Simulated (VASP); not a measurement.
# Pb4S3Se (ordered alloy cell): computed properties

Computed with PBEsol GGA, VASP's PBE PAW potentials (set 64) (plane waves; VASP).

For Pb$_{4}$S$_{3}$Se, the space group comes out as Pm-3m (221), the cell is a = 5.9596 Å, b = 5.9596 Å, c = 5.9596 Å, α = 90.00°, β = 90.00°, γ = 90.00° and the volume per atom is 26.46 Å^3/atom. The band gap (over mesh and band path) is 0.13 eV, the smallest direct gap (over mesh and band path) is 0.13 eV and the band-edge character is direct, R to R. The density is 7.88 g/cm³.

Pb₄S₃Se has the cubic space group Pm-3m (No. 221), Pearson symbol cP8. Lattice parameters: a = b = c = 5.960 Å, α = β = γ = 90.00°. Pb1 on 1a has 6 S at 2.980 Å (octahedral). Pb2 on 3c sees 2 Se at 2.980 Å and 4 S at 2.980 Å (octahedral). Se on 1b has 6 Pb at 2.980 Å (octahedral). S on 3d has 6 Pb at 2.980 Å (octahedral). (Neighbours: up to the widest gap in distance over summed covalent radii, below 1.35, at either atom; cation-cation and far metal-metal contacts left out.)

Unless said otherwise, spin-orbit coupling is left out, though it shifts the bands of the heavy elements here.

The structure was generated: Pb4S3Se was put into an ordered model structure (Pm-3m), which need not be its known phase. It was relaxed first. Symmetry was kept, so distortions that lower it aren't found.
